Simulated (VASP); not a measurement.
Given:

```yaml
crystal:
  lattice:
    - [0.00000, 1.99017, 1.99017]
    - [1.99017, 0.00000, 1.99017]
    - [1.99017, 1.99017, 0.00000]
  atoms:
    - { symbol: Al, position: [0.00000, 0.00000, 0.00000] }
```

All values below come from LDA (Ceperley-Alder, Perdew-Zunger), VASP's LDA PAW potentials (set 64) (plane waves; VASP 6.6.1). Settings: 400 eV cut-off, 14×14×14 Γ-centred mesh, first-order Methfessel-Paxton smearing of 0.10 eV, potentials Al.

Q: Predict the energy per atom (σ→0), band gap (on the k-mesh) with the smallest direct gap where there is one.

A: 
```
Quantity                                                     Value
------------------------  ----------------------------------------
band gap (on the k-mesh)  none (metal, semimetal or under 0.01 eV)
energy per atom (σ→0)                               -4.184 eV/atom
```

Total energies compare only between runs with the same potentials, cut-off and functional.

The structure comes from a computed database's Al entry (Fm-3m); how it stands against other phases isn't given here. It was relaxed first. The start is the result of an earlier pass.
